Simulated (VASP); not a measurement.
A VASP calculation is set up with these files.

KPOINTS:
```
Automatic mesh
0
Gamma
8 8 8
0 0 0
```

### POSCAR
```
Cu3Au
1
    3.7774966858    -0.0000000000     0.0000000000
    0.0000000000     3.7774966858    -0.0000000000
   -0.0000000000     0.0000000000     3.7774966858
Cu Au
3 1
Direct
  0.0000000000   0.5000000000   0.5000000000
  0.5000000000   0.0000000000   0.5000000000
  0.5000000000   0.5000000000   0.0000000000
  0.0000000000   0.0000000000   0.0000000000
```

### INCAR
```
EDIFF=1E-7   # SCF stop (eV)
LREAL=F
LMAXMIX=6
ENCUT=480   # plane-wave cut-off (eV)
LASPH=T   # aspherical one-centre terms
SIGMA=0.1   # width (eV)
SYSTEM=Cu3Au
LCHARG=F
PREC=Accurate
NELM=100   # most electronic steps
LWAVE=F
ISMEAR=1   # Methfessel-Paxton
ISIF=2
ALGO=Normal
GGA=PE   # PBE
```

POTCAR, in this order: Cu Au (PBE.64 set). Program: vasp_std.

Q: Write an equivalent input for Ansatz.

A: One equivalent input (not run):
Ansatz 0.2 input:
```yaml
crystal:
  lattice:
    - [3.7774967, 0.0000000, 0.0000000]
    - [0.0000000, 3.7774967, 0.0000000]
    - [0.0000000, 0.0000000, 3.7774967]
  atoms:
    - { symbol: Cu, position: [0.0000000, 0.5000000, 0.5000000] }
    - { symbol: Cu, position: [0.5000000, 0.0000000, 0.5000000] }
    - { symbol: Cu, position: [0.5000000, 0.5000000, 0.0000000] }
    - { symbol: Au, position: [0.0000000, 0.0000000, 0.0000000] }
kpoints:
  mp_grid: { grid: [8, 8, 8] }
hamiltonian:
  xc: pbe
  pseudopotentials: { kind: paw }
scf:
  occupations: { method: methfessel_paxton, width: 0.1 }
  max_iter: 100
output: { forces: true, stress: true, eigenvalues: true }
```
Limits of the translation: each code has its own PAW files, so the cut-off isn't converted (ENCUT is set for VASP's; basis.ecutwfc is left out, and Ansatz then takes the one that its files recommend); Ansatz stops its SCF on the density residual and VASP on the energy change (EDIFF).

The compound is Cu3Au in the L1_2 structure. It was relaxed first.
